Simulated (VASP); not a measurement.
Zn3H:

```
Zn H
1.0
     0.00000    2.99658    2.99658
     2.99658    0.00000    2.99658
     2.99658    2.99658    0.00000
Zn H
3 1
Direct
  0.50000 0.50000 0.50000
  0.25000 0.25000 0.25000
  0.75000 0.75000 0.75000
  0.00000 0.00000 0.00000
```

The cell was built by a generator and needn't be a form met in nature.

Base run:

* Program: VASP 6.6.1
* Functional: AM05
* Potentials or basis: VASP PAW PBE potentials, release 64 (Zn, H)
* Cutoff: 520 eV
* k mesh: 6 × 6 × 6
* Occupations: fermi-dirac, width 0.05 eV
* Spin: no spin polarisation

Its results: pressure -4.2 GPa.

The run is repeated on the same cell with these changes: functional from AM05 to PBE. What comes out?

Pressure 0.3 GPa.

PBE binds less tightly than AM05, so the same cell stands under more pressure.

Caveats: the PAW data sets were made with another functional, which shifts forces and pressure a little (some runs).
